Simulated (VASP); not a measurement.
Shape and ions are relaxed at each volume.

```
CELL_PARAMETERS angstrom
      4.66126     0.00000     0.00000
      0.00000     4.66126     0.00000
      0.00000     0.00000     3.07524
ATOMIC_POSITIONS crystal
  Mg 0.00000 0.00000 0.00000
  Mg 0.50000 0.50000 0.50000
  F  0.30289 0.30289 0.00000
  F  0.80289 0.19711 0.50000
  F  0.19711 0.80289 0.50000
  F  0.69711 0.69711 0.00000
```

These are PBE GGA with D3 dispersion (zero damping), VASP's PBE PAW potentials (set 64) (plane waves; VASP 6.6.1) values and carry that method's errors. Settings: 520 eV cut-off, 5×5×7 Γ-centred mesh, Gaussian smearing of 0.050 eV, potentials Mg F.

**Question.** Give the energy at these volumes per atom, relative to the lowest: 10.42, 10.76, 11.09, 11.42, 11.75 Å³.

**Answer.** 15.5, 4.1, 0.0, 2.0, 9.2 meV/atom. A third-order Birch-Murnaghan fit gives B0 = 96.2 GPa and B0′ = 4.5.

The compound is MgF2 in the rutile structure. It was relaxed first.
